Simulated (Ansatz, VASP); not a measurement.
# GaF: VASP beside Ansatz

The input INCAR:

```
PREC     = Accurate       # precision mode
ENCUT    = 600            # plane-wave cutoff, eV
EDIFF    = 1E-6           # SCF threshold, eV
ISMEAR   = -1             # smearing method
SIGMA    = 0.05           # smearing width, eV
LREAL    = F              # projectors in reciprocal space
LASPH    = T              # aspherical terms in the spheres
NELM     = 80             # most SCF steps
ALGO     = Normal         # electronic algorithm
ISIF     = 3              # what is computed and relaxed
LWAVE    = F              # write WAVECAR
LCHARG   = F              # write CHGCAR
GGA      = PS             # functional
IBRION   = 2              # ionic algorithm
NSW      = 60             # ionic steps
EDIFFG   = -0.01          # ionic threshold
```

The input KPOINTS:

```
regular mesh
0
Gamma
  9 9 9
```

File POSCAR:

```
GaF
1.0
    0.0000000000      2.5769602800      2.5769602800
    2.5769602800      0.0000000000      2.5769602800
    2.5769602800      2.5769602800      0.0000000000
Ga F
1 1
Direct
    0.2500000000      0.2500000000      0.2500000000
    0.0000000000      0.0000000000      0.0000000000
```

input.yaml

```yaml
crystal:
  lattice:
    - [0.0, 2.57696028, 2.57696028]
    - [2.57696028, 0.0, 2.57696028]
    - [2.57696028, 2.57696028, 0.0]
  atoms:
    - { symbol: Ga, position: [0.25, 0.25, 0.25] }
    - { symbol: F, position: [0.0, 0.0, 0.0] }
hamiltonian:
  xc: pbesol
  pseudopotentials: { kind: paw }
kpoints:
  mp_grid: { grid: [9, 9, 9] }
scf:
  occupations: { method: fermi_dirac, width: 0.05 }
output:
  forces: true
  stress: true
  eigenvalues: true
  write_density: true
  write_potential: true
  elf: true
  volumetric_format: npy
relax:
  f_tol: 0.01
  max_steps: 40
  cell: { stress_tol: 0.05 }
```

The cell was built by a generator and needn't be a form met in nature.

Alike in both runs: task relaxation of cell and atoms; functional PBEsol; k mesh 9 × 9 × 9; occupations fermi-dirac, width 0.05 eV; no spin polarisation.

|  | VASP | Ansatz |
| --- | --- | --- |
| version | VASP 6.6.1 | Ansatz 0.2.0 |
| potentials or method | VASP PAW PBE potentials, release 64 (Ga_d, F) | Ansatz PAW |
| plane-wave cutoff (eV) | 600 | 420 |
| valence electrons in the cell | 20 | 20 |

```csv
,VASP,Ansatz,Ansatz less VASP
"gap on the k mesh at the Fermi level, each at its own relaxed structure (eV)",2.00,2.03,+0.026
relaxed volume (Å³/atom),21.22,21.33,+0.109
relaxed cell length with the largest relative difference (Å),3.916,3.922,+0.0067
energy change over the relaxation (meV/atom),-118,-119,-1.4
```

Caveats: the volume moved by over 15 % at a fixed basis, so the end points are rough; the PAW data sets were made with another functional, which shifts forces and pressure a little (VASP); an odd mesh through Γ misses points on the zone boundary, where band edges often lie (VASP); odd divisions of the mesh miss points on the zone boundary, where band edges often lie, so the gap on the mesh can be too wide (Ansatz); the plane-wave basis is chosen anew once the cell has moved, so the energies of steps on either side of that aren't comparable (Ansatz); the pressure holds a Pulay correction of +0.3 GPa for the finite cutoff (Ansatz); the PAW data sets come from PBE, with cores solved anew for the run's functional, which leaves a small shift of forces and pressure (Ansatz). PBEsol gaps usually lie below the measured ones, often by a third to a half.
